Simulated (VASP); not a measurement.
Output of a VASP run:

**OSZICAR**
```
       N       E                     dE             d eps       ncg     rms          rms(c)
DAV:   1     0.157639850645E+03    0.15764E+03   -0.18279E+04   984   0.154E+03
DAV:   2    -0.463997438560E+02   -0.20404E+03   -0.19764E+03  1340   0.317E+02
DAV:   3    -0.531233394432E+02   -0.67236E+01   -0.67058E+01  1148   0.621E+01
DAV:   4    -0.531739433501E+02   -0.50604E-01   -0.50540E-01  1136   0.617E+00
DAV:   5    -0.531744934803E+02   -0.55013E-03   -0.55004E-03  1112   0.630E-01    0.168E+01
DAV:   6    -0.490213032641E+02    0.41532E+01   -0.16263E+01  1072   0.283E+01    0.794E+00
DAV:   7    -0.489936018157E+02    0.27701E-01   -0.45870E-01  1124   0.472E+00    0.297E+00
DAV:   8    -0.489852627765E+02    0.83390E-02   -0.15918E-02  1076   0.134E+00    0.100E+00
DAV:   9    -0.489856218917E+02   -0.35912E-03   -0.45157E-03  1120   0.741E-01    0.265E-01
DAV:  10    -0.489857303964E+02   -0.10850E-03   -0.44992E-04  1116   0.180E-01    0.403E-02
DAV:  11    -0.489857034178E+02    0.26979E-04   -0.11378E-04  1120   0.819E-02    0.792E-03
DAV:  12    -0.489857037170E+02   -0.29920E-06   -0.70301E-06  1056   0.195E-02
   1 F= -.48985704E+02 E0= -.48985704E+02  d E =-.489857E+02
       N       E                     dE             d eps       ncg     rms          rms(c)
DAV:   1    -0.489857699543E+02   -0.66536E-04   -0.44142E-02   992   0.180E+00    0.785E-02
DAV:   2    -0.489857652129E+02    0.47414E-05   -0.10035E-03  1132   0.250E-01    0.318E-02
DAV:   3    -0.489857499821E+02    0.15231E-04   -0.24499E-05  1108   0.435E-02    0.142E-02
DAV:   4    -0.489857468392E+02    0.31429E-05   -0.69685E-06  1120   0.239E-02    0.253E-03
DAV:   5    -0.489857467695E+02    0.69679E-07   -0.64393E-07   560   0.658E-03
   2 F= -.48985747E+02 E0= -.48985747E+02  d E =-.430525E-04
```

OUTCAR:
```
------------------------ aborting loop because EDIFF is reached ----------------------------------------
  FORCE on cell =-STRESS in cart. coord.  units (eV):
  Direction    XX          YY          ZZ          XY          YZ          ZX
  --------------------------------------------------------------------------------------
  Total        0.0049083      0.0049083     -0.0596704      0.0000000      0.0000000      0.0000000
  in kB        0.1665718      0.1665718     -2.0250285      0.0000000      0.0000000      0.0000000
  external PRESSURE =      -0.5639616 kB  Pullay stress =       0.0000000 kB
  volume of cell :       47.21
      direct lattice vectors                 reciprocal lattice vectors
     4.193800789  0.000000000  0.000000000     0.238447187  0.000000000  0.000000000
    -0.000000000  4.193800789  0.000000000     0.000000000  0.238447187  0.000000000
     0.000000000  0.000000000  2.684247542     0.000000000  0.000000000  0.372543882
 POSITION                                       TOTAL-FORCE (eV/Angst)
 -----------------------------------------------------------------------------------
      0.00000      0.00000      2.68425         0.000000     -0.000000      0.000000
      2.09690      2.09690      1.34212         0.000000     -0.000000      0.000000
      1.28309      1.28309      2.68425        -0.010882     -0.010882     -0.000000
      3.37999      0.81381      1.34212        -0.010882      0.010882      0.000000
      0.81381      3.37999      1.34212         0.010882     -0.010882     -0.000000
      2.91071      2.91071      0.00000         0.010882      0.010882      0.000000
 -----------------------------------------------------------------------------------
    total drift:                                0.000000      0.000000      0.000000
  FREE ENERGIE OF THE ION-ELECTRON SYSTEM (eV)
  ---------------------------------------------------
  free  energy   TOTEN  =       -48.9857467695 eV

  energy  without entropy=      -48.9857467695  energy(sigma->0) =      -48.98574677

 reached required accuracy - stopping structural energy minimisation
```
(Selected blocks of OUTCAR.)

File POSCAR:
```
SiO2
1
    4.1938818509     0.0000000000     0.0000000000
   -0.0000000000     4.1938818509     0.0000000000
    0.0000000000     0.0000000000     2.6825246477
Si O
2 4
Direct
  0.0000000000   0.0000000000   0.0000000000
  0.5000000000   0.5000000000   0.5000000000
  0.3057128375   0.3057128375   0.0000000000
  0.8057128375   0.1942871625   0.5000000000
  0.1942871625   0.8057128375   0.5000000000
  0.6942871625   0.6942871625   0.0000000000
```

Task: Write an INCAR and KPOINTS that could have produced this output.

Result: This is not unique; one that fits is the input of the run itself, PBEsol GGA, plane waves, VASP's PBE PAW potentials (set 64).

**KPOINTS**
```
kpoints
0
gamma
5 5 7
0 0 0
```

### INCAR
```
! general
SYSTEM  =  SiO2
PREC    =  Accurate
ENCUT   =  520
LREAL   =  .FALSE.   ! projection in real space or not
LASPH   =  .TRUE.   ! aspherical one-centre terms

! electronic loop
EDIFF   =  1E-6   ! SCF stop (eV)
NELM    =  100   ! most electronic steps
ALGO    =  Normal

! smearing
ISMEAR  =  0   ! Gaussian
SIGMA   =  0.05   ! width (eV)

! functional
GGA     =  PS

! ions
IBRION  =  2   ! conjugate gradients
NSW     =  60   ! most ionic steps
ISIF    =  3
EDIFFG  =  -0.02   ! ionic stop

! output
LWAVE   =  .FALSE.
LCHARG  =  .FALSE.
```

POTCAR, in this order: Si O (PBE.64 set). Program: vasp_std.

The compound is SiO2 in the rutile structure, stishovite, a high-pressure form. This run relaxes it. Symmetry was kept, so distortions that lower it aren't found. The start is the result of an earlier pass.
